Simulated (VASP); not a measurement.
Output of a VASP run:

OUTCAR:
```
 ion  position               nearest neighbor table
   1  0.000  0.000  0.000-
   2  0.500  0.500  0.500-
  LATTYP: Found a face centered cubic cell.
 ALAT       =     5.7474150286
 Subroutine PRICEL returns:
 Original cell was already a primitive cell.
 Subroutine GETGRP returns: Found 48 space group operations
The static configuration has the point symmetry O_h .
The dynamic configuration has the point symmetry O_h .
 Subroutine INISYM returns: Found 48 space group operations
 Subroutine IBZKPT returns following result:
 Found     29 irreducible k-points:

 Following reciprocal coordinates:
            Coordinates               Weight
  0.000000  0.000000  0.000000      1.000000
  0.125000  0.000000  0.000000      8.000000
  0.250000  0.000000  0.000000      8.000000
  0.375000  0.000000  0.000000      8.000000
  0.500000  0.000000  0.000000      4.000000
  0.125000  0.125000  0.000000      6.000000
  0.250000  0.125000  0.000000     24.000000
  0.375000  0.125000  0.000000     24.000000
  0.500000  0.125000  0.000000     24.000000
 -0.375000  0.125000  0.000000     24.000000
 -0.250000  0.125000  0.000000     24.000000
 -0.125000  0.125000  0.000000     12.000000
  0.250000  0.250000  0.000000      6.000000
  0.375000  0.250000  0.000000     24.000000
  0.500000  0.250000  0.000000     24.000000
 -0.375000  0.250000  0.000000     24.000000
 -0.250000  0.250000  0.000000     12.000000
  0.375000  0.375000  0.000000      6.000000
  0.500000  0.375000  0.000000     24.000000
 -0.375000  0.375000  0.000000     12.000000
  0.500000  0.500000  0.000000      3.000000
  0.375000  0.250000  0.125000     24.000000
  0.500000  0.250000  0.125000     48.000000
 -0.375000  0.250000  0.125000     24.000000
  0.500000  0.375000  0.125000     24.000000
 -0.375000  0.375000  0.125000     48.000000
 -0.250000  0.375000  0.125000     24.000000
 -0.375000  0.500000  0.125000     12.000000
 -0.250000  0.500000  0.250000      6.000000
   k-points           NKPTS =     29   k-points in BZ     NKDIM =     29   number of bands    NBANDS=     11
   number of dos      NEDOS =    301   number of ions     NIONS =      2
   total plane-waves  NPLWV =  27000
   dimension x,y,z NGX =    30 NGY =   30 NGZ =   30
   dimension x,y,z NGXF=    60 NGYF=   60 NGZF=   60
   ions per type =               1   1
   PREC   = accura    normal or accurate (medium, high low for compatibility)
   ISTART =      0    job   : 0-new  1-cont  2-samecut
   ICHARG =      2    charge: 1-file 2-atom 10-const
   ISPIN  =      1    spin polarized calculation?
   LNONCOLLINEAR =      F non collinear calculations
   LSORBIT =      F    spin-orbit coupling
   INIWAV =      1    electr: 0-lowe 1-rand  2-diag
   ENCUT  =  520.0 eV  38.22 Ry    6.18 a.u.   7.56  7.56  7.56*2*pi/ulx,y,z
   NELM   =    100;   NELMIN=  2; NELMDL= -5     # of ELM steps
   EDIFF  = 0.1E-06   stopping-criterion for ELM
   LREAL  =      F    real-space projection
   NLSPLINE    = F    spline interpolate recip. space projectors
   LMAXMIX     =    2 max onsite mixed and CHGCAR
   VOSKOWN=      0    Vosko Wilk Nusair interpolation
   EDIFFG = 0.1E-05   stopping-criterion for IOM
   NSW    =      0    number of steps for IOM
   NBLOCK =      1;   KBLOCK =      1    inner block; outer block
   IBRION =     -1    ionic relax: 0-MD 1-quasi-New 2-CG
   NFREE  =      0    steps in history (QN), initial steepest desc. (CG)
   ISIF   =      2    stress and relaxation
   ISYM   =      2    0-nonsym 1-usesym 2-fastsym
   TEIN   =    0.0    initial temperature
   TEBEG  =    0.0;   TEEND  =   0.0 temperature during run
   SMASS  =  -3.00    Nose mass-parameter (am)
   PSTRESS=    0.0 pullay stress
   NELECT =      14.0000    total number of electrons
   EFERMI =   0.00;   METHOD = LEGACY
   ISMEAR =     0;   SIGMA  =   0.05  broadening in eV -4-tet -1-fermi 0-gaus
   IALGO  =     38    algorithm
...
```

File OSZICAR:
```
       N       E                     dE             d eps       ncg     rms          rms(c)
DAV:   1     0.909304330965E+02    0.90930E+02   -0.73022E+03   638   0.126E+03
DAV:   2     0.140149345712E+01   -0.89529E+02   -0.83922E+02   728   0.264E+02
DAV:   3    -0.680151359499E+01   -0.82030E+01   -0.81488E+01   779   0.819E+01
DAV:   4    -0.698203482390E+01   -0.18052E+00   -0.18035E+00   727   0.134E+01
DAV:   5    -0.698601529898E+01   -0.39805E-02   -0.39803E-02   817   0.195E+00    0.214E+00
DAV:   6    -0.678148522784E+01    0.20453E+00   -0.41896E-01   734   0.418E+00    0.160E+00
DAV:   7    -0.676939698166E+01    0.12088E-01   -0.94052E-02   788   0.202E+00    0.108E+00
DAV:   8    -0.677550499892E+01   -0.61080E-02   -0.10581E-02   662   0.107E+00    0.254E-01
DAV:   9    -0.677545105122E+01    0.53948E-04   -0.20796E-04   788   0.140E-01    0.145E-01
DAV:  10    -0.677562576399E+01   -0.17471E-03   -0.39194E-04   659   0.163E-01    0.579E-02
DAV:  11    -0.677561601455E+01    0.97494E-05   -0.21442E-05   758   0.420E-02    0.133E-02
DAV:  12    -0.677561627090E+01   -0.25635E-06   -0.22949E-06   677   0.144E-02    0.192E-03
DAV:  13    -0.677561675076E+01   -0.47986E-06   -0.29016E-07   686   0.413E-03    0.146E-03
DAV:  14    -0.677561662677E+01    0.12399E-06   -0.16428E-08   454   0.884E-04    0.471E-04
DAV:  15    -0.677561662295E+01    0.38242E-08   -0.93743E-10   352   0.382E-04
   1 F= -.69585629E+01 E0= -.69585629E+01  d E =-.129241E-17
```

### OUTCAR
```
------------------------ aborting loop because EDIFF is reached ----------------------------------------
  Edisp (eV):   -0.18295
  FORCE on cell =-STRESS in cart. coord.  units (eV):
  Direction    XX          YY          ZZ          XY          YZ          ZX
  --------------------------------------------------------------------------------------
  Total      -0.39740    -0.39740    -0.39740     0.00000     0.00000     0.00000
  in kB     -13.41467   -13.41467   -13.41467     0.00000     0.00000     0.00000
  external pressure =      -13.41 kB  Pullay stress =        0.00 kB
  volume of cell :       47.46
      direct lattice vectors                 reciprocal lattice vectors
     0.000000000  2.873707514  2.873707514    -0.173991263  0.173991263  0.173991263
     2.873707514  0.000000000  2.873707514     0.173991263 -0.173991263  0.173991263
     2.873707514  2.873707514  0.000000000     0.173991263  0.173991263 -0.173991263
  FREE ENERGIE OF THE ION-ELECTRON SYSTEM (eV)
  ---------------------------------------------------
  free  energy   TOTEN  =        -6.9585628963 eV

  energy  without entropy=       -6.9585628963  energy(sigma->0) =       -6.95856290
```
(Selected blocks of OUTCAR.)

### POSCAR
```
NaCl
1
    0.0000000000     2.8737075143     2.8737075143
    2.8737075143     0.0000000000     2.8737075143
    2.8737075143     2.8737075143     0.0000000000
Na Cl
1 1
Direct
  0.0000000000   0.0000000000   0.0000000000
  0.5000000000   0.5000000000   0.5000000000
```

Question: Reconstruct the remaining input files.

Answer: Several could match; the one computed here: the input of the run itself, PBE GGA with D4 dispersion, plane waves, VASP's PBE PAW potentials (set 64).

File KPOINTS:
```
Automatic mesh
0
Gamma
8 8 8
```

**INCAR**
```
SYSTEM = NaCl
PREC = Accurate
ENCUT = 520
EDIFF = 1E-7
NELM = 100
ALGO = Normal
LREAL = .FALSE.
LASPH = .TRUE.
ISMEAR = 0
SIGMA = 0.05
GGA = PE
IVDW = 13
LWAVE = .FALSE.
LCHARG = .FALSE.
ISIF = 2
```

POTCAR, in this order: Na_pv Cl (PBE.64 set). Program: vasp_std.

The compound is NaCl in the rock salt structure. This cell is one point of a volume scan, at 1.06 of the reference volume.
